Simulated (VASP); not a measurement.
# Rb (Rubidium): which input changes matter, part 3 of 3

Aim: change the input of a sound run on Rb (Rubidium) piece by piece and see what each change does. All runs use PBE. The start is a cell from a database of measured crystal structures.

VASP 6.6.1, plane waves and PAW; the level of theory is named at each step.

Still holding for the runs below: This run has no spin polarisation. Its electron count is odd, so without a moment it is a metal by construction. The k-mesh is coarse for a metal.

So far. Step 2 (Reference run): The pressure is 0.12 GPa and the largest force 0.000 eV/Å. Step 6 (Full relaxation (PBE), changed input): It ends with forces that vanish by symmetry and a pressure of 1.98 GPa.

### Step 8. Total energy, forces and stress (PBE), changed input, try 2

This step: PBE; plane waves and PAW (Rb_sv) (VASP 6.6.1).

A single point gives energy, forces and stress at these settings. Some settings are moved from the usual, to see what they do.

The input, INCAR:

```
SYSTEM = Rb
PREC = Accurate
ENCUT = 400
EDIFF = 1E-06
NELM = 100
ISMEAR = -1
SIGMA = 0.05
LREAL = .FALSE.
ALGO = Normal
GGA = PE
NBANDS = 8
LORBIT = 11
LWAVE = .FALSE.
LCHARG = .FALSE.
KPAR = 2
ISIF = 2
LMAXMIX = 6
```

The input, POSCAR:

```
Rb
1.0
   -2.8035000000      2.8035000000      2.8035000000
    2.8035000000     -2.8035000000      2.8035000000
    2.8035000000      2.8035000000     -2.8035000000
Rb
1
Direct
    0.0000000000      0.0000000000      0.0000000000
```

The input, KPOINTS:

```
Automatic mesh
0
Gamma
6 6 6
0 0 0
```

Potentials, in the order of the species: Rb_sv (PBE family, release 64).

Launch:

```sh
mpirun -np 2 vasp_std
```

Log:

```text
[... set-up lines as in an earlier step ...]
 entering main loop
       N       E                     dE             d eps       ncg     rms          rms(c)
DAV:   1     0.452509663957E+02    0.45251E+02   -0.29332E+03   256   0.663E+02
DAV:   2     0.176625335836E+01   -0.43485E+02   -0.43136E+02   272   0.135E+02
DAV:   3    -0.860340733132E+00   -0.26266E+01   -0.26188E+01   328   0.374E+01
DAV:   4    -0.924760774734E+00   -0.64420E-01   -0.64420E-01   400   0.593E+00
DAV:   5    -0.925008776682E+00   -0.24800E-03   -0.24800E-03   416   0.323E-01    0.123E+00
DAV:   6    -0.925469631953E+00   -0.46086E-03   -0.18317E-03   400   0.292E-01    0.742E-01
DAV:   7    -0.926278094247E+00   -0.80846E-03   -0.33683E-03   296   0.391E-01    0.451E-02
DAV:   8    -0.926386148747E+00   -0.10805E-03   -0.12277E-04   376   0.102E-01    0.152E-02
DAV:   9    -0.926395265025E+00   -0.91163E-05   -0.76108E-06   368   0.249E-02    0.496E-03
DAV:  10    -0.926394976821E+00    0.28820E-06   -0.28540E-06   384   0.108E-02
   1 F= -.92639498E+00 E0= -.91850236E+00  d E =-.157852E-01
```

Wall time 2.4 s (2 MPI ranks of AMD EPYC 9R45, shared host); peak memory 0.27 GiB; 3.9 s of CPU time.

OUTCAR, selected parts (step 8):

```text
   k-points           NKPTS =     16   k-points in BZ     NKDIM =     16   number of bands    NBANDS=      8

   NELECT =       9.0000    total number of electrons

 E-fermi :   0.0998

 k-point     1 :       0.0000    0.0000    0.0000
  band No.  band energies     occupation
      1     -28.8007      2.00000
      2     -12.8398      2.00000
      3     -12.8398      2.00000
      4     -12.8398      2.00000
      5      -1.9290      2.00000
      6       3.7936      0.00000
      7       3.7936      0.00000
      8       3.7936      0.00000

  Total        0.0637237      0.0637237      0.0637237      0.0000000      0.0000000     -0.0000000
  in kB        1.1583762      1.1583762      1.1583762      0.0000000      0.0000000     -0.0000000
  external PRESSURE =       1.1583762 kB  Pullay stress =       0.0000000 kB

 POSITION                                       TOTAL-FORCE (eV/Angst)
 -----------------------------------------------------------------------------------
      0.00000      0.00000      0.00000         0.000000     -0.000000      0.000000
 -----------------------------------------------------------------------------------
    total drift:                                0.000000      0.000000     -0.000000

  FREE ENERGIE OF THE ION-ELECTRON SYSTEM (eV)
  ---------------------------------------------------
  free  energy   TOTEN  =        -0.9263949768 eV

  energy  without entropy=       -0.9106097398  energy(sigma->0) =       -0.91850236

[... 8 parts as in an earlier step ...]

[... 8 further parts left out ...]
```

LMAXMIX acts on the way to self-consistency or on speed; a fully converged result doesn't depend on them, though slow mixing can meet EDIFF with the stress still off.

This step gave:

```
bands                   : 8
free energy (TOTEN)     : -0.9264 eV
energy at zero smearing : -0.9185 eV
Fermi energy            : 0.0998 eV
pressure                : 0.1158 GPa
```

Energy and pressure equal those of the reference run, within 0.01 meV an atom and 0.01 GPa.

### Step 9. Relaxing cell and atoms (PBE)

Properties are meant for the cell that this level of theory prefers, so cell and atoms are relaxed first (ISIF = 3) until forces and stress are small; EDIFFG sets the threshold.

INCAR, as its differences from that of step 8:

```diff
@@ -10,3 +10,3 @@
 GGA = PE
-NBANDS = 8
+NBANDS = 10
 LORBIT = 11
@@ -15,3 +15,5 @@
 KPAR = 2
-ISIF = 2
-LMAXMIX = 6
+IBRION = 2
+NSW = 60
+ISIF = 3
+EDIFFG = -0.01
```

POSCAR is that of step 8.

KPOINTS is that of step 8.

Launch:

```sh
mpirun -np 2 vasp_std
```

Log:

```text
[... set-up lines as in an earlier step ...]
 entering main loop
       N       E                     dE             d eps       ncg     rms          rms(c)
[... 10 cycles as in an earlier step ...]
   1 F= -.92639493E+00 E0= -.91850232E+00  d E =-.926395E+00
 curvature:   0.00 expect dE= 0.000E+00 dE for cont linesearch  0.000E+00
 trial: gam= 0.00000 g(F)=  0.101E-61 g(S)=  0.588E-03 ort = 0.000E+00 (trialstep = 0.100E+01)
 search vector abs. value=  0.588E-03
 bond charge predicted
       N       E                     dE             d eps       ncg     rms          rms(c)
DAV:   1    -0.931259021675E+00   -0.48637E-02   -0.10403E-01   334   0.198E+00    0.303E-01
DAV:   2    -0.928023603626E+00    0.32354E-02   -0.83262E-03   380   0.601E-01    0.158E-01
DAV:   3    -0.926885998004E+00    0.11376E-02   -0.60024E-03   458   0.400E-01    0.363E-02
DAV:   4    -0.926890587633E+00   -0.45896E-05   -0.11592E-04   360   0.845E-02    0.184E-02
DAV:   5    -0.926904701708E+00   -0.14114E-04   -0.22033E-05   598   0.468E-02    0.106E-02
DAV:   6    -0.926903663384E+00    0.10383E-05   -0.81757E-07   244   0.748E-03    0.189E-03
DAV:   7    -0.926904963396E+00   -0.13000E-05   -0.32026E-07   172   0.645E-03    0.187E-04
DAV:   8    -0.926904958196E+00    0.52003E-08   -0.15067E-08   172   0.928E-04
   2 F= -.92690496E+00 E0= -.91901467E+00  d E =-.510024E-03
 trial-energy change:   -0.000510  1 .order   -0.000514   -0.000588   -0.000440
 step:   3.9834(harm=  3.9834)  dis= 0.00000  next Energy=    -0.927566 (dE=-0.117E-02)
 bond charge predicted
       N       E                     dE             d eps       ncg     rms          rms(c)
DAV:   1    -0.965400687788E+00   -0.38496E-01   -0.90864E-01   328   0.584E+00    0.892E-01
DAV:   2    -0.937554620549E+00    0.27846E-01   -0.73002E-02   386   0.176E+00    0.470E-01
DAV:   3    -0.927389849020E+00    0.10165E-01   -0.53767E-02   456   0.120E+00    0.112E-01
DAV:   4    -0.927441058091E+00   -0.51209E-04   -0.11030E-03   344   0.262E-01    0.555E-02
DAV:   5    -0.927609855535E+00   -0.16880E-03   -0.19625E-04   600   0.143E-01    0.319E-02
DAV:   6    -0.927605054392E+00    0.48011E-05   -0.96538E-06   446   0.213E-02    0.535E-03
DAV:   7    -0.927610687025E+00   -0.56326E-05   -0.30985E-06   376   0.183E-02    0.541E-04
DAV:   8    -0.927610681139E+00    0.58859E-08   -0.88266E-08   172   0.153E-03
   3 F= -.92761068E+00 E0= -.91972523E+00  d E =-.121575E-02
 curvature:  -1.99 expect dE=-0.426E-05 dE for cont linesearch -0.426E-05
 trial: gam=-0.05668 g(F)=  0.264E-63 g(S)=  0.214E-05 ort = 0.355E-04 (trialstep = 0.160E+01)
 search vector abs. value=  0.788E-08
 reached required accuracy - stopping structural energy minimisation
```

Wall time 6 s (2 MPI ranks); peak memory 0.29 GiB; 11 s of CPU time.

OUTCAR, selected parts (step 9):

```text
   NELECT =       9.0000    total number of electrons

 E-fermi :   0.0157

 k-point     1 :       0.0000    0.0000    0.0000
  band No.  band energies     occupation
      1     -28.9022      2.00000
      2     -12.9451      2.00000
      3     -12.9451      2.00000
      4     -12.9451      2.00000
      5      -1.9631      2.00000
      6       3.6768      0.00000
      7       3.6768      0.00000
      8       3.6768      0.00000
      9       4.6075      0.00000
     10       4.6075      0.00000

  Total        0.0038441      0.0038441      0.0038441     -0.0000000      0.0000000      0.0000000
  in kB        0.0673725      0.0673725      0.0673725     -0.0000000      0.0000000      0.0000000
  external PRESSURE =       0.0673725 kB  Pullay stress =       0.0000000 kB

 POSITION                                       TOTAL-FORCE (eV/Angst)
 -----------------------------------------------------------------------------------
      0.00000      0.00000     -0.00000        -0.000000      0.000000      0.000000
 -----------------------------------------------------------------------------------
    total drift:                                0.000000      0.000000     -0.000000

  FREE ENERGIE OF THE ION-ELECTRON SYSTEM (eV)
  ---------------------------------------------------
  free  energy   TOTEN  =        -0.9276106811 eV

  energy  without entropy=       -0.9118397853  energy(sigma->0) =       -0.91972523

[... 8 parts as in an earlier step ...]

[... 10 further parts left out ...]
```

Relaxation path:

```
step  energy less that of the first step (eV)  largest force (eV/Å)  pressure (GPa)  volume (Å³)
   1                                   0.0000                0.0000            0.12        88.14
   2                                  -0.0005                0.0000            0.09        88.95
   3                                  -0.0012                0.0000            0.01        91.42
```

```
conventional cell, symmetrised  before  after  change
                         a (Å)   5.607  5.676  +1.2 %
                         b (Å)   5.607  5.676  +1.2 %
                         c (Å)   5.607  5.676  +1.2 %
              volume (Å³/atom)   88.14  91.42  +3.7 %
```

Final coordinates:

```cif
data_structure
_symmetry_space_group_name_H-M 'P 1'
_symmetry_Int_Tables_number 1
_cell_length_a 4.9153
_cell_length_b 4.9153
_cell_length_c 4.9153
_cell_angle_alpha 109.471
_cell_angle_beta 109.471
_cell_angle_gamma 109.471
_cell_volume 91.42
loop_
_atom_site_label
_atom_site_type_symbol
_atom_site_fract_x
_atom_site_fract_y
_atom_site_fract_z
_atom_site_occupancy
Rb1 Rb 0.00000 0.00000 0.00000 1
```

Numbers from this step:

```yaml
bands: 10
free_energy_toten: -0.9276 eV
energy_at_zero_smearing: -0.9197 eV
fermi_energy: 0.0157 eV
pressure: 0.006737 GPa
scf_cycles_over_all_ionic_steps: 26
```

It ends with forces that vanish by symmetry and a pressure of 0.01 GPa.

### Step 10. Side by side

```
                                                changed           job                                ended  energy (meV/atom)  pressure (GPa)  volume (%)
                           PREC = Normal, NELECT = 8.98  single point  converged, with a warning or advice                  -               -           -
                                            ICHARG = 11  single point                              refused                  -               -           -
                                         KSPACING = 0.4  single point                            converged             +45.52           +0.07           -
                                           PSTRESS = 20    relaxation                            converged                  -               -       -30.5
LDAU = True, LDAUTYPE = 2, LDAUL = 2 2 2 2 2, LDAUU = 4    relaxation                            converged                  -               -        +1.0
                                LMAXMIX = 6, NBANDS = 8  single point                            converged              -0.00           -0.00           -
```

### Step 11. Results

* PREC = Normal, NELECT = 8.98 (single point): converged, with a warning or advice
* ICHARG = 11 (single point): refused
* KSPACING = 0.4 (single point): converged, +45.52 meV/atom
* PSTRESS = 20 (relaxation): converged, volume -30.5 %
* LDAU = True, LDAUTYPE = 2, LDAUL = 2 2 2 2 2, LDAUU = 4 (relaxation): converged, volume +1.0 %
* LMAXMIX = 6, NBANDS = 8 (single point): converged, -0.00 meV/atom

In words: Changes that show themselves, by a stop, a warning or no convergence: PREC = Normal, NELECT = 8.98; ICHARG = 11 (where several settings stand together, the step names the one at fault, if it is known). Changes that converge quietly and move the result by over 10 meV an atom or 1 % in volume: KSPACING = 0.4. Changes that converge quietly but describe another system or model: LDAU = True, LDAUTYPE = 2, LDAUL = 2 2 2 2 2, LDAUU = 4. These are the ones to fear, since the run ends as usual. Changes that hold a target pressure, which moves the volume as a physical condition: PSTRESS = 20. Changes with no effect beyond 1 meV an atom and 0.1 GPa here: LMAXMIX = 6, NBANDS = 8. Differences of single points are from the reference run, and of volumes from the sound relaxation. The k-sampling is coarse for a metal, so the Fermi level, pressures and the shape of the cell carry errors.

[Lines on the potential files, build, host, timing and source positions are cut from VASP's logs without a mark.]

[Logs are printed without paths, hosts, clocks, repeated set-up lines and the standing remarks that a program may print on its own settings, such as how far it seeks lower states.]

[Hosts, paths, dates, database ids (printed as entryN), source tags and the programs' standing remarks are cut or masked in the printed files.]

[A measured line is paired with the nearest computed mode of its activity, which favours agreement.]
